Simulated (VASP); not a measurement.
# The (1 0 0) face of CdAu in VASP, part 5 of 5

Wanted: how the (1 0 0) face of CdAu relaxes, and what it costs to take an electron out. The start is a cell from a database of measured crystal structures.

VASP 6.6.1, plane waves and PAW; the level of theory is named at each step.

So far. Step 8 (The slab in a field, field 0.1): Energy at zero smearing: -31.34988 eV.

### Step 9. The slab in a field, field 0.2

Level of this step: PBEsol; plane waves and PAW (Cd, Au) (VASP).

Input file INCAR:

```
SYSTEM = CdAu
PREC = Normal
ENCUT = 300
EDIFF = 1E-06
NELM = 120
ISMEAR = 1
SIGMA = 0.1
LREAL = .FALSE.
ALGO = Fast
GGA = PS
NBANDS = 85
LORBIT = 11
LWAVE = .FALSE.
LCHARG = .FALSE.
KPAR = 2
IDIPOL = 3
LDIPOL = .TRUE.
DIPOL = 0.5 0.5 0.5
EFIELD = 0.2
LVHAR = .TRUE.
```

Input file POSCAR:

```
CdAu
1.0
    3.1540000000      0.0000000000      0.0000000000
    0.0000000000      4.8644000000      0.0000000000
    0.0000000000      0.0000000000     26.9112500000
Cd Au
6 6
Direct
    0.0000000000      0.3120000000      0.2786938500
    0.0000000000      0.6880000000      0.3672163100
    0.0000000000      0.3120000000      0.4557387700
    0.0000000000      0.7073454369      0.5441995068
    0.0000000000      0.2942775217      0.6324664963
    0.0000000000      0.6990143113      0.7253163562
    0.5000000000      0.8120000000      0.2786938500
    0.5000000000      0.1880000000      0.3672163100
    0.5000000000      0.8120000000      0.4557387700
    0.5000000000      0.1997626638      0.5441975540
    0.5000000000      0.7961866974      0.6331221375
    0.5000000000      0.1994623807      0.7197289409
```

Input file KPOINTS:

```
Automatic mesh
0
Gamma
6 4 1
0 0 0
```

The projector-augmented-wave data sets are Cd and Au (PBE family, release 64).

Command:

```sh
$ mpirun -np 2 vasp_std
```

The log of the run:

```text
[... set-up lines as in an earlier step ...]
 entering main loop
       N       E                     dE             d eps       ncg     rms          rms(c)
DAV:   1     0.735397721902E+03    0.73540E+03   -0.51922E+04  2208   0.965E+02
DAV:   2    -0.470338116724E+01   -0.74010E+03   -0.70860E+03  2235   0.290E+02
DAV:   3    -0.349748704701E+02   -0.30271E+02   -0.29687E+02  2275   0.593E+01
DAV:   4    -0.354293833576E+02   -0.45451E+00   -0.45299E+00  2331   0.633E+00
[...]
RMM:  24    -0.313693116800E+02   -0.22523E-04   -0.19626E-05  1950   0.966E-03    0.112E-02
RMM:  25    -0.313693318968E+02   -0.20217E-04   -0.17672E-05  1895   0.664E-03    0.952E-03
RMM:  26    -0.313693315459E+02    0.35099E-06   -0.50865E-06  1753   0.536E-03
   1 F= -.31369332E+02 E0= -.31368427E+02  d E =-.271449E-02
```

Wall time 3.4 min (2 MPI ranks of AMD EPYC 7R43, shared host); peak memory 0.47 GiB.

From OUTCAR (step 9):

```text
  Total       -6.3046423     -4.3600335      0.2695374      0.0000000      0.2105346      0.0000000
  in kB      -24.4650550    -16.9190342      1.0459353      0.0000000      0.8169760      0.0000000
  external PRESSURE =     -13.4460513 kB  Pullay stress =       0.0000000 kB

 POSITION                                       TOTAL-FORCE (eV/Angst)
 -----------------------------------------------------------------------------------
      0.00000      1.51769      7.50000         0.000000     -0.079449     -0.323863
      0.00000      3.34671      9.88225         0.000000      0.272992      0.007394
      0.00000      1.51769     12.26450         0.000000     -0.218970      0.065065
      0.00000      3.44081     14.64509         0.000000     -0.001831      0.000151
      0.00000      1.43148     17.02046         0.000000     -0.026640     -0.003261
      0.00000      3.40029     19.51917         0.000000      0.030313      0.008803
      1.57700      3.94989      7.50000         0.000000     -0.050199      0.130038
      1.57700      0.91451      9.88225         0.000000     -0.044299      0.148178
      1.57700      3.94989     12.26450         0.000000      0.090834     -0.079510
      1.57700      0.97173     14.64504         0.000000      0.031059      0.006255
      1.57700      3.87297     17.03811         0.000000      0.002691      0.016850
      1.57700      0.97026     19.36881         0.000000     -0.006501      0.023901
 -----------------------------------------------------------------------------------
    total drift:                                0.000000     -0.002486     -0.010315

  FREE ENERGIE OF THE ION-ELECTRON SYSTEM (eV)
  ---------------------------------------------------
  free  energy   TOTEN  =       -31.3693315459 eV

  energy  without entropy=      -31.3666170585  energy(sigma->0) =      -31.36842672

[... 2 parts as in an earlier step ...]

[... 1 further part left out ...]
[key lines of the parts left out:]
E-fermi :   1.0460
```

The planar average of the electrostatic potential oscillates, so the rows of the table below give means over windows of 2.47 Å about each position, cut where the curve ends. Its maxima inside the range that stand out by 2 % of the span (Å: eV): 0.4: 5.84, 8.6: 0.413, 11.1: 0.317, 13.5: 0.330, 15.8: 0.335, 18.3: 0.614, 22.0: 4.41. Its minima: 7.5: -11.9, 9.9: -12.4, 12.2: -12.4, 14.7: -12.4, 17.0: -12.4, 19.4: -11.9, 26.5: 3.58.

Zero at the Fermi level. Table of planar average of the electrostatic potential by height; means over each step:

| height (Å) | planar average of the electrostatic potential (eV) |
| --- | --- |
| 1.24 | 5.61 |
| 3.71 | 5.19 |
| 6.17 | 0.178 |
| 8.64 | -6.24 |
| 11.11 | -6.44 |
| 13.58 | -6.43 |
| 16.05 | -6.36 |
| 18.52 | -6.07 |
| 20.99 | 1.58 |
| 23.46 | 4.18 |
| 25.93 | 3.77 |

Energy at zero smearing: -31.36843 eV.

### Step 10. The series together

Times are for 2 MPI ranks of AMD EPYC 7R43, shared host. The runs compared:

| no. | field | electronic cycles | time | memory (GiB) |
| --- | --- | --- | --- | --- |
| 1 | -0.1 | 25 | 2.1 min | 0.48 |
| 2 | 0.1 | 25 | 3.5 min | 0.49 |
| 3 | 0.2 | 26 | 3.4 min | 0.47 |

The planar average of the electrostatic potential (-0.1) oscillates, so the rows of the table below give means over windows of 2.41 Å about each position, cut where the curve ends. Its maxima inside the range that stand out by 2 % of the span (Å: eV): 4.7: 4.59, 8.6: 0.410, 11.1: 0.320, 13.5: 0.332, 15.8: 0.336, 18.3: 0.618. Its minima: 0.4: 4.20, 7.5: -11.9, 9.9: -12.4, 12.2: -12.4, 14.7: -12.4, 17.0: -12.4, 19.4: -11.8.

The runs together. The planar average of the electrostatic potential by height; means over each step:

| height (Å) | -0.1 (eV) | 0.1 (eV) | 0.2 (eV) |
| --- | --- | --- | --- |
| 1.21 | 4.32 | 5.18 | 5.61 |
| 3.62 | 4.51 | 4.97 | 5.21 |
| 6.03 | 1.16 | 1.22 | 1.26 |
| 8.44 | -6.04 | -6.03 | -6.03 |
| 10.85 | -6.28 | -6.28 | -6.29 |
| 13.26 | -6.28 | -6.28 | -6.28 |
| 15.67 | -6.24 | -6.24 | -6.24 |
| 18.08 | -6.09 | -6.09 | -6.09 |
| 20.48 | -1.54 | -1.57 | -1.59 |
| 22.90 | 4.84 | 4.46 | 4.28 |
| 25.30 | 5.10 | 4.25 | 3.82 |

### Step 11. Putting the energies together

This step: slab, PBEsol; plane waves and PAW (VASP 6.6.1).

Derived from the runs above.

This step gave:

```
surface energy, as cut                           : 0.8373 J/m²
relaxation gain                                  : 0.04437 J/m²
surface energy, relaxed                          : 0.7929 J/m²
polarisability per area of the slab or monolayer : 1.201 Å
```

VASP counts both for electrons: a positive EFIELD is a field along -c, and a positive dipole, in electrons times A, points along -c. Field, by row:

| EFIELD (eV/Å) | dipole along z (e Å) | energy change (eV) |
| --- | --- | --- |
| -0.1 | -0.1344 | -0.007058 |
| 0 | -0.004826 | 0 |
| 0.1 | 0.1218 | -0.00577 |
| 0.2 | 0.2499 | -0.02431 |

The surface energy as cut is the slab's energy at the first step, less 12 times the bulk energy an atom (-2.7421 eV), over twice the area of 15.34 Å².

The polarisability is the slope of the dipole against the field, as a volume for each unit of area.

### Step 12. Summary of results

| Property | Result |
| --- | --- |
| surface energy, relaxed | 0.793 J/m² |
| surface energy, as cut | 0.837 J/m² |
| work function of the slab | 4.68 eV |
| polarisability per area of the slab or monolayer | 1.20 Å |

The work function is 4.68 eV at the upper face and 4.74 eV at the lower, which was held as cut. The surface costs 0.79 J/m²; for a metal this figure can move by about 0.1 J/m² with the k mesh. Relaxing the upper layers lowers the surface energy from 0.84 to 0.79 J/m². The value as cut is the mean over both faces, and the gain of the relaxation is booked to the faces that were free. The atom that ends on top (Cd) moved outwards by 0.11 Å. Spin-orbit coupling is left out, which matters for the heavy elements here. The cell in the plane was kept as given and was not relaxed here.

[Lines on the potential files, build, host, timing and source positions are cut from VASP's logs without a mark.]

[Logs are printed without paths, hosts, clocks, repeated set-up lines and the standing remarks that a program may print on its own settings, such as how far it seeks lower states.]

[Hosts, paths, dates, database ids (printed as entryN), source tags and the programs' standing remarks are cut or masked in the printed files.]

[In band tables of VASP the shares of atoms and orbitals are scaled to a sum of 1 inside the atoms' spheres.]

[Runs that stopped without an error message from VASP are left out.]
